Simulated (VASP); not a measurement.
## InAs: relaxation of cell and atoms with PBEsol

InAs:

```
In As
1.0
     0.00000    3.01800    3.01800
     3.01800    0.00000    3.01800
     3.01800    3.01800    0.00000
In As
1 1
Direct
  0.00000 0.00000 0.00000
  0.25000 0.25000 0.25000
```

```
Program                : VASP 6.6.1
Task                   : relaxation of cell and atoms
Functional             : PBEsol
Potentials or basis    : VASP PAW PBE potentials, release 64 (In_d, As)
Cutoff                 : 520 eV
k mesh                 : 10 × 10 × 10
Occupations            : gaussian, width 0.02 eV
Spin                   : no spin polarisation
Further INCAR settings : ALGO = Normal; EDIFF = 1e-07; IBRION = 2; EDIFFG = -0.002; NSW = 80; ISIF = 3
```

```json
{
  "Relaxed volume": "28.24 Å³/atom",
  "Relaxed cell": "a = 4.306 Å, b = 4.306 Å, c = 4.306 Å, α = 60.00°, β = 60.00°, γ = 60.00°",
  "Space group after relaxing (to 0.05 Å)": "F-43m (No. 216)",
  "Energy gained by relaxing": "3.6 meV/atom",
  "Ionic steps": "3",
  "Pressure after relaxing": "0.0 GPa",
  "Band gap on the k mesh": "none (metal or under the smearing width)"
}
```

Step by step:
| step | energy change (eV) | largest force (eV/Å) | pressure (GPa) | volume (Å³) |
| --- | --- | --- | --- | --- |
| 1 | 0.0000 | 0.0000 | 1.60 | 54.98 |
| 2 | -0.0057 | 0.0000 | -0.67 | 57.19 |
| 3 | -0.0073 | 0.0000 | 0.01 | 56.47 |

Final structure:
```
In As
1.0
     0.00000    3.04512    3.04512
     3.04512    0.00000    3.04512
     3.04512    3.04512    0.00000
In As
1 1
Direct
  0.00000 0.00000 0.00000
  0.25000 0.25000 0.25000
```

Levels at points of the mesh, in eV from the Fermi level:
```csv
k point,band 6,band 7,band 8,band 9,band 10,band 11,band 12,band 13
"(0.00, 0.00, 0.00)",-11.76,-0.40,-0.01,-0.01,-0.01,3.84,3.84,3.84
"(0.50, 0.00, 0.00)",-10.34,-5.71,-0.97,-0.97,0.82,4.60,4.60,6.68
"(0.50, 0.50, 0.00)",-9.82,-5.80,-2.28,-2.28,1.47,1.97,8.93,9.07
```

Wall time 11 s on 4 MPI ranks on Intel(R) Xeon(R) 6975P-C (Granite Rapids), on a shared host, peak memory 0.2 GiB a rank.

Caveat: the PAW data sets were made with another functional, which shifts forces and pressure a little; this crystal is a semiconductor, whose small gap the functional closes, so the metal is an error of the method. Zero-point motion and thermal expansion aren't in these numbers.
